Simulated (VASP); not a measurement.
Input:

```
CELL_PARAMETERS angstrom
      0.00000     4.02595     4.02595
      4.02595     0.00000     4.02595
      4.02595     4.02595     0.00000
ATOMIC_POSITIONS crystal
  Na 0.25000 0.25000 0.25000
  Na 0.00000 0.00000 0.00000
  Ag 0.62500 0.12500 0.62500
  Ag 0.62500 0.62500 0.62500
  Ag 0.12500 0.62500 0.62500
  Ag 0.62500 0.62500 0.12500
```

The numbers are results of LDA (Ceperley-Alder, Perdew-Zunger), VASP's LDA PAW potentials (set 64) (plane waves; VASP), not measurements. Numerical set-up: 300 eV cut-off, 7×7×7 Γ-centred mesh, Fermi-Dirac smearing of 0.14 eV, potentials Na_pv Ag.

At this cut-off the stress carries a Pulay error, which pulls relaxed volumes low.

Q: Give the stress tensor in GPa (positive for a compressed cell).

A: 
```
-6.28   0.00   0.00
 0.00  -6.28   0.00
 0.00   0.00  -6.28
```
The pressure is its mean diagonal, -6.28 GPa.

The structure comes from a computed database's NaAg2 entry; how it stands against other phases isn't given here. The cell was not relaxed at this level.
